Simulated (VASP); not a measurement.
# A few sheets of ScClO in VASP

How does a few sheets of ScClO behave as a surface?

Program: VASP 6.6.1. Level of theory: r2SCAN; plane waves and PAW (Cl, Sc_sv, O). Results are calculated unless marked as measured.

### Step 1. The starting structure

The cell holds 12 atoms: 4 Cl, 4 Sc and 4 O. Cell: a = 3.571 Å, b = 3.571 Å, c = 28.102 Å, α = 90.0°, β = 90.0°, γ = 90.0°. It derives from ScClO. A few sheets cut from a layered arrangement of the crystal. Vacuum lies along c.

### Step 2. Relaxing the slab

All atoms relax at the fixed cell.

Contents of INCAR:

```
SYSTEM = ScClO
PREC = Normal
ENCUT = 400
EDIFF = 1E-05
NELM = 120
ISMEAR = 0
SIGMA = 0.05
LREAL = .FALSE.
ALGO = Normal
METAGGA = R2SCAN
LASPH = .TRUE.
NBANDS = 60
LORBIT = 11
LWAVE = .FALSE.
LCHARG = .FALSE.
KPAR = 4
IBRION = 2
NSW = 40
ISIF = 2
EDIFFG = -0.03
POTIM = 0.4
MAXMIX = 40
IDIPOL = 3
LDIPOL = .TRUE.
DIPOL = 0.5 0.5 0.5
```

Contents of POSCAR:

```
ScClO
1.0
    3.5713700000      0.0000000000      0.0000000000
    0.0000000000      3.5713700000      0.0000000000
    0.0000000000      0.0000000000     28.1015024813
Cl Sc O
4 4 4
Direct
    0.5000000000      0.0000000000      0.7331103560
    0.0000000000      0.5000000000      0.5500108050
    0.5000000000      0.0000000000      0.4499891950
    0.0000000000      0.5000000000      0.2668896440
    0.0000000000      0.5000000000      0.6796582130
    0.5000000000      0.0000000000      0.6034629480
    0.0000000000      0.5000000000      0.3965370520
    0.5000000000      0.0000000000      0.3203417870
    0.0000000000      0.0000000000      0.6415605800
    0.5000000000      0.5000000000      0.6415605800
    0.0000000000      0.0000000000      0.3584394200
    0.5000000000      0.5000000000      0.3584394200
```

Contents of KPOINTS:

```
Automatic mesh
0
Gamma
7 7 1
0 0 0
```

PAW data sets: Cl, Sc_sv and O (PBE family, release 64).

Run with:

```bash
$ mpirun -np 4 vasp_std
```

The log of the run:

```text
[banner, memory and clock lines left out]
running    4 mpi-ranks, on    1 nodes
 distrk:  each k-point on    1 cores,    4 groups
 distr:  one band on    1 cores,    1 groups

 POSCAR found type information on POSCAR ClScO
 POSCAR found :  3 types and      12 ions
|                                                                             |
|               ----> ADVICE to this user running VASP <----                  |
|                                                                             |
|     You enforced a specific xc type in the INCAR file but a different       |
|     [... a line on the potential file left out ...]
|     I HOPE YOU KNOW WHAT YOU ARE DOING!                                     |
|                                                                             |

 LDA part: xc-table for (None), standard interpolation
 POSCAR, INCAR and KPOINTS ok, starting setup
 FFT: planning ... GRIDC
 FFT: planning ... GRID_SOFT
 FFT: planning ... GRID
 WAVECAR not read
 entering main loop
       N       E                     dE             d eps       ncg     rms          rms(c)
DAV:   1     0.155133766929E+04    0.15513E+04   -0.38335E+04  1376   0.122E+03
DAV:   2     0.182325011977E+03   -0.13690E+04   -0.13364E+04  1384   0.522E+02
DAV:   3    -0.148049989702E+03   -0.33038E+03   -0.31427E+03  2080   0.231E+02
DAV:   4    -0.177285178956E+03   -0.29235E+02   -0.29091E+02  1920   0.893E+01
DAV:   5    -0.178183614554E+03   -0.89844E+00   -0.89506E+00  1920   0.221E+01    0.306E+01
DAV:   6    -0.130870863655E+03    0.47313E+02   -0.68672E+01  1840   0.646E+01    0.105E+01
DAV:   7    -0.131816287956E+03   -0.94542E+00   -0.14824E+01  1952   0.198E+01    0.747E+00
DAV:   8    -0.132096973666E+03   -0.28069E+00   -0.80481E+00  1836   0.157E+01    0.508E+00
DAV:   9    -0.131660063073E+03    0.43691E+00   -0.44046E+00  1848   0.120E+01    0.166E+00
DAV:  10    -0.131647578567E+03    0.12485E-01   -0.28438E-01  1864   0.365E+00    0.600E-01
DAV:  11    -0.131644312621E+03    0.32659E-02   -0.40100E-02  1864   0.128E+00    0.173E-01
DAV:  12    -0.131645777257E+03   -0.14646E-02   -0.29049E-03  1928   0.385E-01    0.871E-02
DAV:  13    -0.131646926437E+03   -0.11492E-02   -0.93846E-04  1896   0.184E-01    0.451E-02
DAV:  14    -0.131647448038E+03   -0.52160E-03   -0.30137E-04  1616   0.980E-02    0.255E-02
DAV:  15    -0.131647959502E+03   -0.51146E-03   -0.14018E-04  1448   0.615E-02    0.259E-02
DAV:  16    -0.131648168725E+03   -0.20922E-03   -0.10941E-04  1536   0.596E-02    0.846E-03
DAV:  17    -0.131648232581E+03   -0.63856E-04   -0.13974E-05   936   0.348E-02    0.126E-02
DAV:  18    -0.131648258053E+03   -0.25472E-04   -0.91187E-06   936   0.397E-02    0.123E-02
DAV:  19    -0.131648279390E+03   -0.21337E-04   -0.11657E-05  1040   0.213E-02    0.484E-03
DAV:  20    -0.131648288019E+03   -0.86295E-05   -0.49757E-06   912   0.200E-02
   1 F= -.13164829E+03 E0= -.13164829E+03  d E =-.131648E+03
 curvature:   0.00 expect dE= 0.000E+00 dE for cont linesearch  0.000E+00
 trial: gam= 0.00000 g(F)=  0.115E-01 g(S)=  0.000E+00 ort = 0.000E+00 (trialstep = 0.100E+01)
 search vector abs. value=  0.115E-01
 bond charge predicted
       N       E                     dE             d eps       ncg     rms          rms(c)
DAV:   1    -0.131632078062E+03    0.16201E-01   -0.12376E+00  1480   0.146E+01    0.477E-01
DAV:   2    -0.131655336423E+03   -0.23258E-01   -0.26210E-01  1672   0.275E+00    0.236E-01
DAV:   3    -0.131655781281E+03   -0.44486E-03   -0.84430E-03  1816   0.783E-01    0.156E-01
DAV:   4    -0.131655795261E+03   -0.13981E-04   -0.27458E-03  1888   0.274E-01    0.144E-01
DAV:   5    -0.131656122711E+03   -0.32745E-03   -0.37457E-04  1584   0.124E-01    0.738E-02
DAV:   6    -0.131656170210E+03   -0.47499E-04   -0.24943E-04  1544   0.795E-02    0.419E-02
DAV:   7    -0.131656096646E+03    0.73564E-04   -0.40521E-05  1292   0.419E-02    0.293E-02
DAV:   8    -0.131656098283E+03   -0.16363E-05   -0.16460E-05   964   0.339E-02
   2 F= -.13165610E+03 E0= -.13165610E+03  d E =-.781026E-02
[...]
3 F= -.13165721E+03 E0= -.13165721E+03  d E =-.892538E-02
[...]
4 F= -.13165723E+03 E0= -.13165723E+03  d E =-.893777E-02
[...]
5 F= -.13166037E+03 E0= -.13166037E+03  d E =-.314052E-02
[...]
6 F= -.13166234E+03 E0= -.13166234E+03  d E =-.511776E-02
[...]
7 F= -.13166264E+03 E0= -.13166264E+03  d E =-.294542E-03
[...]
8 F= -.13166297E+03 E0= -.13166297E+03  d E =-.623334E-03
 curvature:  -0.02 expect dE=-0.128E-04 dE for cont linesearch -0.260E-05
 ZBRENT: interpolating
 opt :   0.7615  next Energy=  -131.663078 (dE=-0.735E-03)
 bond charge predicted
       N       E                     dE             d eps       ncg     rms          rms(c)
DAV:   1    -0.131662863810E+03    0.98986E-04   -0.41622E-02  1524   0.147E+00    0.729E-02
DAV:   2    -0.131662913375E+03   -0.49564E-04   -0.25956E-03  1752   0.385E-01    0.369E-02
DAV:   3    -0.131662914957E+03   -0.15822E-05   -0.26029E-04  1832   0.953E-02    0.804E-03
DAV:   4    -0.131662906649E+03    0.83078E-05   -0.56963E-06   896   0.232E-02
   9 F= -.13166291E+03 E0= -.13166291E+03  d E =-.563104E-03
 curvature:  -0.94 expect dE=-0.122E-03 dE for cont linesearch -0.270E-07
 trial: gam=-0.10003 g(F)=  0.131E-03 g(S)=  0.000E+00 ort = 0.137E-04 (trialstep = 0.977E+00)
 search vector abs. value=  0.193E-03
 reached required accuracy - stopping structural energy minimisation
```

Elapsed: 9.3 min, on 4 MPI ranks of AMD EPYC 7R43, shared host; peak memory 1 GiB.

Lines that name or quote the potential files are left out of all logs, and their timing lines are given in words.

OUTCAR, selected parts (step 2):

```text
ion  position               nearest neighbor table
   1  0.500  0.000  0.733-   5 2.94   5 2.94   5 2.94   5 2.94
   2  0.000  0.500  0.550-   6 2.94   6 2.94   6 2.94   6 2.94
   3  0.500  0.000  0.450-   7 2.94   7 2.94   7 2.94   7 2.94
   4  0.000  0.500  0.267-   8 2.94   8 2.94   8 2.94   8 2.94
   5  0.000  0.500  0.680-   9 2.08  10 2.08   9 2.08  10 2.08   1 2.94   1 2.94   1 2.94   1 2.94
                             6 3.31   6 3.31   6 3.31   6 3.31
   6  0.500  0.000  0.603-   9 2.08  10 2.08  10 2.08   9 2.08   2 2.94   2 2.94   2 2.94   2 2.94
                             5 3.31   5 3.31   5 3.31   5 3.31
   7  0.000  0.500  0.397-  11 2.08  12 2.08  11 2.08  12 2.08   3 2.94   3 2.94   3 2.94   3 2.94
                             8 3.31   8 3.31   8 3.31   8 3.31
   8  0.500  0.000  0.320-  11 2.08  12 2.08  12 2.08  11 2.08   4 2.94   4 2.94   4 2.94   4 2.94
                             7 3.31   7 3.31   7 3.31   7 3.31
   9  0.000  0.000  0.642-   6 2.08   6 2.08   5 2.08   5 2.08
  10  0.500  0.500  0.642-   6 2.08   6 2.08   5 2.08   5 2.08
  11  0.000  0.000  0.358-   7 2.08   7 2.08   8 2.08   8 2.08
  12  0.500  0.500  0.358-   7 2.08   7 2.08   8 2.08   8 2.08

  LATTYP: Found a simple tetragonal cell.
 ALAT       =     3.5713700000
 C/A-ratio  =     7.8685497390

 Subroutine GETGRP returns: Found 16 space group operations
 (whereof  8 operations were pure point group operations)

The static configuration has the point symmetry D_2d.
 The point group associated with its full space group is D_4h.

 Found     10 irreducible k-points:

   k-points           NKPTS =     10   k-points in BZ     NKDIM =     10   number of bands    NBANDS=     60

   dimension x,y,z NGX =    18 NGY =   18 NGZ =  140
   dimension x,y,z NGXF=    36 NGYF=   36 NGZF=  280

   ENCUT  =  400.0 eV  29.40 Ry    5.42 a.u.   5.82  5.82 45.83*2*pi/ulx,y,z

   NELECT =      96.0000    total number of electrons

 k-points in reciprocal lattice and weights: Automatic mesh
   0.00000000  0.00000000  0.00000000       0.020
   0.14285714  0.00000000  0.00000000       0.082
   0.28571429  0.00000000  0.00000000       0.082
   0.42857143  0.00000000  0.00000000       0.082
   0.14285714  0.14285714  0.00000000       0.082
   0.28571429  0.14285714  0.00000000       0.163
   0.42857143  0.14285714  0.00000000       0.163
   0.28571429  0.28571429  0.00000000       0.082
   0.42857143  0.28571429  0.00000000       0.163
   0.42857143  0.42857143  0.00000000       0.082

 dipolmoment           0.000000      0.000000     -0.000000 electrons x Angstroem

 average (electrostatic) potential at core
       1 -99.2034       2 -99.2293       3 -99.2293       4 -99.2034       5 -56.1791
       6 -56.1722       7 -56.1722       8 -56.1791       9 -79.4682      10 -79.4682
      11 -79.4682      12 -79.4682

 E-fermi :  -2.4184

 k-point     1 :       0.0000    0.0000    0.0000
  band No.  band energies     occupation
    ...
     44      -2.8492      2.00000
     45      -2.8492      2.00000
     46      -2.8220      2.00000
     47      -2.8035      2.00000
     48      -2.8035      2.00000
     49       1.9364      0.00000
     50       1.9368      0.00000
     51       2.0678      0.00000
     52       2.1185      0.00000
     53       2.2604      0.00000
    ...

 k-point     2 :       0.1429    0.0000    0.0000
  band No.  band energies     occupation
    ...
     44      -3.0803      2.00000
     45      -3.0322      2.00000
     46      -2.9658      2.00000
     47      -2.9108      2.00000
     48      -2.8115      2.00000
     49       2.0700      0.00000
     50       2.0733      0.00000
     51       2.1181      0.00000
     52       2.1616      0.00000
     53       2.4517      0.00000
    ...

 k-point     3 :       0.2857    0.0000    0.0000
  band No.  band energies     occupation
    ...
     44      -3.1864      2.00000
     45      -3.1281      2.00000
     46      -3.1060      2.00000
     47      -3.0561      2.00000
     48      -3.0284      2.00000
     49       2.1255      0.00000
     50       2.1473      0.00000
     51       2.3175      0.00000
     52       2.3299      0.00000
     53       2.5797      0.00000
    ...

  Total       -3.8445692     -3.8445692     -2.5254889      0.0000000      0.0000000     -0.0000000
  in kB      -17.1853758    -17.1853758    -11.2890347      0.0000000      0.0000000     -0.0000000
  external PRESSURE =     -15.2199288 kB  Pullay stress =       0.0000000 kB

  energy-cutoff  :      400.00
  volume of cell :      358.43
      direct lattice vectors                 reciprocal lattice vectors
     3.571370000  0.000000000  0.000000000     0.280004592  0.000000000  0.000000000
     0.000000000  3.571370000  0.000000000     0.000000000  0.280004592  0.000000000
     0.000000000  0.000000000 28.101502481     0.000000000  0.000000000  0.035585286

 POSITION                                       TOTAL-FORCE (eV/Angst)
 -----------------------------------------------------------------------------------
      1.78568      0.00000     20.57259        -0.000000     -0.000000      0.002223
      0.00000      1.78568     15.49364        -0.000000     -0.000000     -0.019589
      1.78568      0.00000     12.60786        -0.000000      0.000000      0.019589
      0.00000      1.78568      7.52891         0.000000      0.000000     -0.002223
      0.00000      1.78568     19.08364        -0.000000     -0.000000     -0.010409
      1.78568      3.57137     16.97261         0.000000     -0.000000     -0.003224
      0.00000      1.78568     11.12889        -0.000000      0.000000      0.003224
      1.78568      3.57137      9.01786        -0.000000     -0.000000      0.010409
      0.00000      3.57137     18.02762        -0.000000      0.000000      0.024362
      1.78568      1.78568     18.02762        -0.000000      0.000000      0.024362
      0.00000      3.57137     10.07388        -0.000000      0.000000     -0.024362
      1.78568      1.78568     10.07388        -0.000000      0.000000     -0.024362
 -----------------------------------------------------------------------------------
    total drift:                                0.000000      0.000000     -0.000000

  FREE ENERGIE OF THE ION-ELECTRON SYSTEM (eV)
  ---------------------------------------------------
  free  energy   TOTEN  =      -131.6629066490 eV

  energy  without entropy=     -131.6629066490  energy(sigma->0) =     -131.66290665

 reached required accuracy - stopping structural energy minimisation

 vacuum level on the upper side and lower side of the slab         5.162         5.162

 total charge
# of ion       s       p       d       tot
------------------------------------------
    1        1.602   3.571   0.000   5.172
    2        1.603   3.571   0.000   5.174
    3        1.603   3.571   0.000   5.174
    4        1.602   3.571   0.000   5.172
    5        2.176   6.181   0.988   9.345
    6        2.176   6.182   0.989   9.347
    7        2.176   6.182   0.989   9.347
    8        2.176   6.181   0.988   9.345
    9        1.598   3.584   0.000   5.181
   10        1.598   3.584   0.000   5.181
   11        1.598   3.584   0.000   5.181
   12        1.598   3.584   0.000   5.181
--------------------------------------------------
tot         21.504  53.344   3.954  78.802

[... 3 further parts left out ...]
```

CONTCAR:

```
ScClO
   1.00000000000000
     3.5713699999999999    0.0000000000000000    0.0000000000000000
     0.0000000000000000    3.5713699999999999    0.0000000000000000
     0.0000000000000000    0.0000000000000000   28.1015024812999989
  Cl              Sc              O
     4     4     4
Direct
     0.5000000000000000    0.0000000000000000    0.7320815206835271
     0.0000000000000000    0.5000000000000000    0.5513455793143878
     0.5000000000000000    0.0000000000000000    0.4486544206856124
     0.0000000000000000    0.5000000000000000    0.2679184793164731
     0.0000000000000000    0.5000000000000000    0.6790968683222093
     0.5000000000000000    1.0000000000000000    0.6039753533403482
     0.0000000000000000    0.5000000000000000    0.3960246466596516
     0.5000000000000000    1.0000000000000000    0.3209031316777907
     0.0000000000000000    1.0000000000000000    0.6415181848434993
     0.5000000000000000    0.5000000000000000    0.6415181848434993
     0.0000000000000000    1.0000000000000000    0.3584818151565008
     0.5000000000000000    0.5000000000000000    0.3584818151565008
```

The gap is read on the k-mesh alone, so it is an upper bound where the band edges lie off the mesh. The PAW data sets were made with PBE, which is usual practice but a small mismatch for other functionals. The run keeps the 16 symmetry operations of its start, so it cannot find a distortion of lower symmetry.

The steps of the relaxation:

| step | energy less that of the first step (eV) | largest force (eV/Å) |
| --- | --- | --- |
| 1 | 0.0000 | 0.2673 |
| 2 | -0.0078 | 0.1397 |
| 3 | -0.0089 | 0.1366 |
| 4 | -0.0089 | 0.1360 |
| 5 | -0.0121 | 0.0994 |
| 6 | -0.0141 | 0.1074 |
| 7 | -0.0143 | 0.0331 |
| 8 | -0.0147 | 0.0495 |
| 9 | -0.0146 | 0.0244 |

The atoms that moved most (Å):

| atom | dx | dy | dz | length |
| --- | --- | --- | --- | --- |
| Cl3 | 0.000 | 0.000 | -0.038 | 0.038 |
| Cl2 | 0.000 | 0.000 | 0.038 | 0.038 |
| Cl4 | 0.000 | 0.000 | 0.029 | 0.029 |
| Cl1 | 0.000 | 0.000 | -0.029 | 0.029 |
| Sc5 | 0.000 | 0.000 | -0.016 | 0.016 |
| Sc8 | 0.000 | 0.000 | 0.016 | 0.016 |
| Sc7 | 0.000 | 0.000 | -0.014 | 0.014 |
| Sc6 | 0.000 | 0.000 | 0.014 | 0.014 |

The relaxed structure:

```xyz
12
Lattice="3.5714 0.0000 0.0000 0.0000 3.5714 0.0000 0.0000 0.0000 28.1015" Properties=species:S:1:pos:R:3
Cl    1.7857    0.0000   20.5726
Cl    0.0000    1.7857   15.4936
Cl    1.7857    0.0000   12.6079
Cl    0.0000    1.7857    7.5289
Sc    0.0000    1.7857   19.0836
Sc    1.7857    0.0000   16.9726
Sc    0.0000    1.7857   11.1289
Sc    1.7857    0.0000    9.0179
O     0.0000    0.0000   18.0276
O     1.7857    1.7857   18.0276
O     0.0000    0.0000   10.0739
O     1.7857    1.7857   10.0739
```

This step gave:

* electronic cycles: 80
* electrons: 96
* free energy (TOTEN): -131.6629 eV
* Fermi energy: -2.418 eV
* labelled metallic, from the levels on this mesh: no
* dipole moment: 0, 0, 0 e·Å
* gap on the k-mesh: 4.591 eV
* least direct gap on the k-mesh: 4.740 eV

The run ended after 9 ionic steps, 0.015 eV below its first step, once the forces on the free atoms met EDIFFG = -0.03.

Only the dipole across the slab is computed (IDIPOL = 3); zeros along the plane are no results.

[end of part 1 of 2]

[Lines on the potential files, build, host, timing and source positions are cut from VASP's logs without a mark.]

[Logs are printed without paths, hosts, clocks, repeated set-up lines and the standing remarks that a program may print on its own settings, such as how far it seeks lower states.]

[Hosts, paths, dates, database ids (printed as entryN), source tags and the programs' standing remarks are cut or masked in the printed files.]

[In band tables of VASP the shares of atoms and orbitals are scaled to a sum of 1 inside the atoms' spheres.]

[Runs that stopped without an error message from VASP are left out.]
